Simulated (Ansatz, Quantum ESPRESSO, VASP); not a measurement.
## ScTaN: 3 runs at one level of theory

```xyz
6
Lattice="3.0851 0.0000 0.0000 -1.5425 2.6717 0.0000 0.0000 0.0000 10.3401" Properties=species:S:1:pos:R:3 pbc="T T T"
Ta   -0.0001    1.7560    2.5737
Ta    1.5466    0.8995    7.7262
Sc    0.0739   -0.0148   -0.0336
Sc    0.0415   -0.0487    5.1577
N     0.0179    1.8173    6.5428
N     1.5464    0.8351    3.8522
```

The cell comes from a database or a generator and needn't be the stable form of this composition.

Atoms were shifted at random by some hundredths of an Å from the given cell, which wasn't relaxed again for these runs.

Alike in all runs: task single point; functional PBE; k mesh 10 × 10 × 3; occupations fermi-dirac, width 0.05 eV; no spin polarisation; no spin-orbit coupling. Pressure is positive in compression and, in plane waves, holds the error of the finite cutoff, which Ansatz's Pulay term estimates and takes out.

```csv
program and potentials,plane-wave cutoff (eV),notes,pressure (GPa),largest force (eV/Å),energy over the undisturbed cell (meV/atom)
"Ansatz, Ansatz PAW",420,9.67 valence electrons an atom on average,?,?,?
"VASP, PBE PAW files N, Sc_sv, Ta_pv, 520 eV",520,9 valence electrons an atom on average,2.32,1.475,-
"Quantum ESPRESSO, SSSP 1.3 efficiency PBE",816,9.67 valence electrons an atom on average,1.83,1.431,19.50
```

**Question.** Estimate from the other rows what the run with Ansatz, Ansatz PAW gave.

**Answer.** Pressure 1.83 GPa; largest force 1.433 eV/Å; energy over the undisturbed cell 19.55 meV/atom. Its pressure holds a Pulay term of +0.25 GPa. The other rows, which needn't bracket it: pressure 1.83 to 2.32; largest force 1.431 to 1.475; energy over the undisturbed cell 19.50.
